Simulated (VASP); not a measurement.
# Ga24CN23 (a cell with a defect) in VASP: notebook, part 2 of 2

VASP 6.6.1. The steps go on from the part before.

## 3. Single point, HSE06

Input file POSCAR:

```
Ga24CN23                                
1.0
   -3.2177240000     -5.5732640000      5.2440550000
    6.4354500000      0.0000000000      5.2440550000
   -3.2177260000      5.5732640000      5.2440550000
  Ga              C               N             
    24     1    23
Direct
     0.8317729945768522    0.4988081311280363    0.6660684030206666
     0.6658066618070970    0.3341518461259312    0.0024192960880820
     0.9998257924850714    0.6666493851303602    0.3333701375142897
     0.6674817168172036    0.8348505466242948    0.4996863928265235
     0.0000989381306279    0.1665526519223165    0.8339698097747947
     0.1679953755831110    0.3328338465864791    0.5013346343237335
     0.4996706663888675    0.6671346825786779    0.8338045669492287
     0.8321501081920289    0.0002891017278083    0.1679043474480592
     0.3340893217306665    0.4992030051752162    0.1670820084153747
     0.3332669291955901    0.0009851958658910    0.6663645215775692
     0.1662448978837054    0.8330818189165579    0.0002493979003888
     0.5019150275208741    0.1688634743036231    0.3366102890855402
     0.6661891033850014    0.4975692380710826    0.3362356177986016
     0.5018300487238782    0.3331912457911050    0.6654613307695426
     0.8325927843041867    0.6667835379307558    0.9995028524084001
     0.4994083264385883    0.8334653338275340    0.1664499824335753
     0.8308478982981981    0.1687033297629104    0.5004683198512385
     0.9986309334020456    0.3326144273639589    0.1681838070350668
     0.3342508699684348    0.6655393913723280    0.4996055763187477
     0.6659812841726935    0.0011229350904603    0.8324949247956734
     0.1653196984305847    0.4996187030778855    0.8339473561539611
     0.1664511175314204    0.9992675014394601    0.3333602324065533
     0.0001601980833020    0.8320057721307548    0.6666487197875149
     0.3325138781084884    0.1661388603342617    0.0010961193666059
     0.6257631928945018    0.2926759334749562    0.4604908561651376
     0.4566120497009802    0.1245478485014870    0.7951733773565209
     0.7933290049169974    0.4608277974176032    0.1244727815138450
     0.4578623275110395    0.6276100920428074    0.2904910254807595
     0.7941447289856131    0.9569711267218122    0.6272438491354717
     0.9607047475194161    0.1234841244576961    0.2916916486238146
     0.2902520884394961    0.4603171709497486    0.6279578501995311
     0.6251395273554955    0.7932594055625952    0.9586451063729753
     0.1248014222087700    0.2919245719072104    0.9603559161220949
     0.1261703796399110    0.7913485405172322    0.4588292861945388
     0.9582620615802125    0.6251993920419835    0.7925425155300830
     0.2913665473383368    0.9581000185343352    0.1255477815933857
     0.7934768999979857    0.6285191930770170    0.4591644655321849
     0.6251598139957459    0.4604828676945084    0.7962227262483691
     0.9584047296323635    0.7923849237131144    0.1253420422708477
     0.6244461291943607    0.9568111471255097    0.2908903255064426
     0.9617555032132847    0.2921498595606623    0.6275522605001295
     0.1256251883265534    0.4585509479560144    0.2927740791051197
     0.4590249126400065    0.7925487549189111    0.6254381365079590
     0.7917251441965202    0.1259392129123247    0.9594869347119072
     0.2914806321941728    0.6254970974608712    0.9592722973607926
     0.2897351870518372    0.1237795873502557    0.4584516532840004
     0.1254147050649870    0.9582290458144891    0.7925260940497014
     0.4569789052428876    0.2912442780091602    0.1243822765846578
```

Input file INCAR.step1:

```
  PREC = Normal
  ENCUT = 400
  EDIFF = 1E-5
  ISMEAR = 0
  SIGMA = 0.01
  LREAL = Auto
  LASPH = T
  NELM = 80
  ALGO = Normal
  ISIF = 2
  LWAVE = T
  LCHARG = F
  NBANDS = 246
  ICORELEVEL = 1
  NELECT = 432.0
  GGA = PE
```

Input file INCAR.step2:

```
  PREC = Normal
  ENCUT = 400
  EDIFF = 1E-6
  ISMEAR = 0
  SIGMA = 0.01
  LREAL = Auto
  LASPH = T
  NELM = 80
  ALGO = Normal
  ISIF = 2
  LWAVE = F
  LCHARG = F
  GGA = PE
  LHFCALC = T
  HFSCREEN = 0.2
  PRECFOCK = Fast
  NBANDS = 246
  ICORELEVEL = 1
  NELECT = 432.0
  ISTART = 1
```

Input file KPOINTS:

```
Automatic mesh
0
Gamma
  1 1 1
```

Potentials or basis: VASP PAW PBE potentials, release 64 (Ga_d, C, N).

Launch:

```bash
$ cat potpaw_PBE.64/Ga_d/POTCAR potpaw_PBE.64/C/POTCAR potpaw_PBE.64/N/POTCAR > POTCAR
$ cp INCAR.step1 INCAR
$ mpirun -np 8 vasp_gam > vasp.out
$ cp INCAR.step2 INCAR
$ mpirun -np 8 vasp_gam > vasp.out
```

OUTCAR:

```text
PREC = Normal
   ENCUT = 400
   EDIFF = 1E-6
   ISMEAR = 0
   LREAL = Auto
   LASPH = T
   NELM = 80
   ISIF = 2
   GGA = PE
   LHFCALC = T
   HFSCREEN = 0.2
   PRECFOCK = Fast
   NELECT = 432.0
   ISTART = 1

 ion  position               nearest neighbor table
   1  0.832  0.499  0.666-  41 1.97  38 1.97  37 1.97  35 1.99
   2  0.666  0.334  0.002-  38 1.96  48 1.97  27 1.97  44 1.97
   3  1.000  0.667  0.333-  37 1.95  42 1.97  39 1.97  34 1.97
   4  0.667  0.835  0.500-  37 1.96  40 1.97  29 1.97  43 1.97
   5  0.000  0.167  0.834-  41 1.95  44 1.97  47 1.97  33 1.97
   6  0.168  0.333  0.501-  41 1.96  46 1.97  31 1.97  42 1.98
[... 40 lines left out ...]
  47  0.125  0.958  0.793-  11 1.96   5 1.97  10 1.97  23 1.98
  48  0.457  0.291  0.124-  24 1.96   9 1.96   2 1.97  12 1.99

  LATTYP: Found a trigonal (rhomboedric) cell.
 ALAT       =     8.3015146249
 COS(alpha) =     0.0985646338

  Lattice vectors:

 A1 = (  -3.2177240000,  -5.5732640000,   5.2440550000)
 A2 = (   6.4354500000,   0.0000000000,   5.2440550000)
 A3 = (  -3.2177260000,   5.5732640000,   5.2440550000)

Analysis of symmetry for initial positions (statically):
=====================================================================
 Subroutine PRICEL returns:
 Original cell was already a primitive cell.

 Routine SETGRP: Setting up the symmetry group for a
 trigonal (rhombohedral) supercell.

 Subroutine GETGRP returns: Found  1 space group operations
 (whereof  1 operations were pure point group operations)
 out of a pool of 12 trial point group operations.

The static configuration has the point symmetry C_1 .

Analysis of symmetry for dynamics (positions and initial velocities):
=====================================================================
 Subroutine PRICEL returns:
 Original cell was already a primitive cell.

 Routine SETGRP: Setting up the symmetry group for a
 trigonal (rhombohedral) supercell.

 Subroutine GETGRP returns: Found  1 space group operations
 (whereof  1 operations were pure point group operations)
 out of a pool of 12 trial point group operations.

The dynamic configuration has the point symmetry C_1 .

 Subroutine INISYM returns: Found  1 space group operations
 (whereof  1 operations are pure point group operations),
 and found     1 'primitive' translations

----------------------------------------------------------------------------------------

                                     Primitive cell

  volume of cell :     564.2571

  direct lattice vectors                    reciprocal lattice vectors
    -3.217724000 -5.573264000  5.244055000    -0.051796430 -0.089714044  0.063564042
     6.435450000  0.000000000  5.244055000     0.103592859  0.000000019  0.063564042
    -3.217726000  5.573264000  5.244055000    -0.051796430  0.089714025  0.063564042

  length of vectors
     8.301513850  8.301513690  8.301514625     0.121539571  0.121539574  0.121539557

  position of ions in fractional coordinates (direct lattice)
     0.831772995  0.498808131  0.666068403
     0.665806662  0.334151846  0.002419296
     0.999825792  0.666649385  0.333370138
     0.667481717  0.834850547  0.499686393
     0.000098938  0.166552652  0.833969810
     0.167995376  0.332833847  0.501334634
[... 40 lines left out ...]
     0.125414705  0.958229046  0.792526094
     0.456978905  0.291244278  0.124382277

  ion indices of the primitive-cell ions
[... 91 lines left out ...]
   ISPIN  =      1    spin polarized calculation?
   LNONCOLLINEAR =      F non collinear calculations
   LSORBIT =      F    spin-orbit coupling
   LASPH  =      T    aspherical Exc in radial PAW
   ENCUT  =  400.0 eV  29.40 Ry    5.42 a.u.  13.54 13.54 13.54*2*pi/ulx,y,z
   NELM   =     80;   NELMIN=  2; NELMDL=  0     # of ELM steps
   EDIFF  = 0.1E-05   stopping-criterion for ELM
   LREAL  =      T    real-space projection
   EDIFFG = 0.1E-04   stopping-criterion for IOM
   NSW    =      0    number of steps for IOM
   IBRION =     -1    ionic relax: 0-MD 1-quasi-New 2-CG
   NFREE  =      0    steps in history (QN), initial steepest desc. (CG)
   ISIF   =      2    stress and relaxation
   ISYM   =      3    0-nonsym 1-usesym 2-fastsym
   POTIM  = 0.5000    time-step for ionic-motion
   TEBEG  =    0.0;   TEEND  =   0.0 temperature during run
   PSTRESS=    0.0 pullay stress
   NELECT =     432.0000    total number of electrons
   NUPDOWN=      -1.0000    fix difference up-down
   EMIN   =  10.00;   EMAX   =-10.00  energy-range for DOS
   EFERMI =   0.00;   METHOD = LEGACY
   ISMEAR =     0;   SIGMA  =   0.01  broadening in eV -4-tet -1-fermi 0-gaus
   EFERMI_NEDOS =   21; number of points for ismear=-14 and -15
   IALGO  =     38    algorithm
   IMIX   =      1    mixing-type and parameters
     AMIX     =   0.40;   BMIX     =  1.00
     AMIX_MAG =   1.60;   BMIX_MAG =  1.00
  volume/ion in A,a.u.               =      11.76        79.33
  Fermi-wavevector in a.u.,A,eV,Ry     =   1.497650  2.830149 30.517273  2.242956
  Thomas-Fermi vector in A             =   2.609511
   LORBIT       =      0    0 simple, 1 ext, 2 COOP (PROOUT), +10 PAW based schemes
   GGA     = PE    functional components
   LHFCALC =     T    Hartree Fock is set to
   PRECFOCK=fast      Normal, Fast or Accurate (Low or Medium for compatibility)
   ENCUT4O =  -1.0   cutoff for four orbital integrals eV
   NKREDX  =     1    reduce k-point grid by
   NKREDY  =     1    reduce k-point grid by
   NKREDZ  =     1    reduce k-point grid by
   AEXX    =    0.2500 exact exchange contribution
   HFSCREEN=    0.2000 screening length (either q_TF or 0.3 A-1)
   HFSCREENC=   0.2000 screening length for correlation (either q_TF or 0.3 A-1)
   ENCUTFOCK=  -1.0 apply spherical cutoff to Coloumb kernel
   IVDW    =     0    specifies the selected vdW correction
   LEPSILON=     F    determine dielectric tensor
   LRPA    =     F    only Hartree local field effects (RPA)
 non-spin polarized calculation
 Gauss-broadening in eV      SIGMA  =   0.01
  energy-cutoff  :      400.00
  volume of cell :      564.26
 maximum number of plane-waves:      5130
  NGX = 28; NGY = 28; NGZ = 28

 number of electron     431.9999198 magnetization

 Free energy of the ion-electron system (eV)
  ---------------------------------------------------
  ext. energy  EPLUGINS =         0.00000000
  ---------------------------------------------------
  free energy    TOTEN  =      -347.12276979 eV

  energy without entropy =     -347.12276979  energy(sigma->0) =     -347.12276979

 the core state eigenenergies are
   1-  1s -10216.3530  2s  -1249.7495  2p  -1086.1964  3s   -136.5193  3p    -87.2888

   2-  1s -10216.3201  2s  -1249.7248  2p  -1086.1707  3s   -136.4997  3p    -87.2695

   3-  1s -10216.3678  2s  -1249.7737  2p  -1086.2195  3s   -136.5506  3p    -87.3205
[... 65 lines left out ...]
  47-  1s   -370.5205
  48-  1s   -370.3547

 E-fermi :   4.5869     XC(G=0):  -9.4583

 val. band max:        4.4780940378   @ k =   0.0000   0.0000   0.0000
 cond. band min:       7.3596660084   @ k =   0.0000   0.0000   0.0000
 fundamental gap:      2.8815719706
 Fermi energy:         4.5869421537

 k-point     1 :       0.0000    0.0000    0.0000
  band No.  band energies     occupation
      1     -13.0797      2.00000
      2     -12.6431      2.00000
      3     -12.6425      2.00000
      4     -12.6392      2.00000
      5     -12.6305      2.00000
      6     -12.6203      2.00000
[... 220 lines left out ...]
    227      10.7292      0.00000
    228      11.0320      0.00000
 [bands above 228 left out]

------------------------ aborting loop because EDIFF is reached ----------------------------------------

  FORCE on cell =-STRESS in cart. coord.  units (eV):
  Direction    XX          YY          ZZ          XY          YZ          ZX
  --------------------------------------------------------------------------------------
  -------------------------------------------------------------------------------------
  Total      -26.8990130    -26.8790048    -21.5066849      0.0198134     -0.0233147     -0.0000607
  in kB      -76.3782842    -76.3214721    -61.0670618      0.0562592     -0.0662007     -0.0001725
  external PRESSURE =     -71.2556060 kB  Pullay stress =       0.0000000 kB

 VOLUME and BASIS-vectors are now :
 -----------------------------------------------------------------------------
  energy-cutoff  :      400.00
  volume of cell :      564.26
      direct lattice vectors                 reciprocal lattice vectors
    -3.217724000 -5.573264000  5.244055000    -0.051796430 -0.089714044  0.063564042
     6.435450000  0.000000000  5.244055000     0.103592859  0.000000019  0.063564042
    -3.217726000  5.573264000  5.244055000    -0.051796430  0.089714025  0.063564042

 POSITION                                       TOTAL-FORCE (eV/Angst)
 -----------------------------------------------------------------------------------
     -1.60959     -0.92352     10.47054        -0.004468     -0.003699     -0.018018
      0.00025     -3.69723      5.25652         0.019377     -0.006892      0.006877
      0.00033     -3.71433     10.48730        -0.023786      0.026509      0.015052
      1.61701     -0.93517     10.49870        -0.001484     -0.010193      0.010623
     -1.61196      4.64738      5.24731         0.036645      0.012085     -0.005200
     -0.01178      1.85779      5.25540        -0.012782      0.004080      0.004909
[... 40 lines left out ...]
      3.21295      3.71799      9.83874         0.005058     -0.000566      0.002618
      0.00363     -1.85365      4.57599         0.010824     -0.037422     -0.053547
 -----------------------------------------------------------------------------------
    total drift:                                0.017227     -0.015207      0.051105

  FREE ENERGIE OF THE ION-ELECTRON SYSTEM (eV)
  ---------------------------------------------------
  free  energy   TOTEN  =      -347.1227697893 eV

  energy  without entropy=     -347.1227697893  energy(sigma->0) =     -347.12276979
```

Run time: 1.8 min. Hardware: 8 MPI ranks of Intel Xeon 6975P-C (Granite Rapids), shared host; peak memory 0.36 GiB.

What came out:

- Free energy: -347.1228 eV
- Largest force: 0.073 eV/Å
- Band gap on the k mesh: 2.88 eV, direct

Forces on the atoms (eV/Å):
```
Ga  -0.004 -0.004 -0.018
Ga   0.019 -0.007  0.007
Ga  -0.024  0.027  0.015
Ga  -0.001 -0.010  0.011
Ga   0.037  0.012 -0.005
Ga  -0.013  0.004  0.005
Ga  -0.021 -0.030 -0.003
Ga   0.007  0.011  0.014
Ga  -0.024  0.027  0.018
Ga  -0.003 -0.023  0.011
Ga   0.003  0.005  0.018
Ga   0.005 -0.021 -0.011
Ga   0.021 -0.018 -0.002
Ga   0.003  0.012  0.002
Ga  -0.002  0.007  0.001
Ga  -0.027 -0.004  0.025
Ga  -0.008 -0.023  0.007
Ga   0.000  0.010  0.017
Ga  -0.006  0.007  0.009
Ga   0.000  0.001  0.012
Ga  -0.010 -0.018  0.003
Ga   0.005  0.022  0.024
Ga   0.025  0.011 -0.002
Ga   0.023 -0.031  0.015
C   -0.004 -0.012 -0.018
N   -0.024 -0.025 -0.033
N    0.016 -0.019 -0.014
N    0.027  0.008 -0.013
N   -0.014  0.043  0.001
N    0.009 -0.042 -0.019
N    0.035  0.041 -0.002
N   -0.018  0.000 -0.026
N   -0.007  0.015 -0.026
N   -0.043  0.021  0.001
N    0.000 -0.036  0.020
N    0.028  0.013 -0.010
N   -0.001  0.036  0.054
N    0.027 -0.033  0.022
N   -0.037 -0.035  0.001
N    0.002 -0.019 -0.034
N   -0.018  0.005  0.040
N    0.032 -0.006 -0.010
N   -0.037  0.015 -0.008
N   -0.002  0.005 -0.011
N    0.022  0.032 -0.002
N   -0.012  0.064 -0.032
N    0.005 -0.001  0.003
N    0.011 -0.037 -0.054
```

Levels at points of the mesh, in eV from the valence-band top:
```tsv
k point	band 212	band 213	band 214	band 215	band 216	band 217	band 218	band 219	band 220	band 221
(0.00, 0.00, 0.00)	-0.85	-0.84	-0.06	0.00	0.00	2.88	5.26	5.96	5.96	5.96
```

Core levels (eV, on the scale of the bands):
| atom | levels |
| --- | --- |
| 1 Ga | 1s -10216.4, 2s -1249.7, 2p -1086.2, 3s -136.5, 3p -87.3 |
| 2 Ga | 1s -10216.3, 2s -1249.7, 2p -1086.2, 3s -136.5, 3p -87.3 |
| 3 Ga | 1s -10216.4, 2s -1249.8, 2p -1086.2, 3s -136.6, 3p -87.3 |
| 4 Ga | 1s -10216.3, 2s -1249.7, 2p -1086.2, 3s -136.5, 3p -87.3 |
| 5 Ga | 1s -10216.4, 2s -1249.8, 2p -1086.2, 3s -136.6, 3p -87.3 |
| 6 Ga | 1s -10216.3, 2s -1249.7, 2p -1086.2, 3s -136.5, 3p -87.3 |

Caveat: the cell is charged against a uniform background, so pressure and absolute levels hang on convention; the cutoff is under 1.25 times the usual one of these potentials, so pressure, stress and relaxed cells hold a basis-set (Pulay) error; the PAW data sets were made with another functional, which shifts forces and pressure a little.
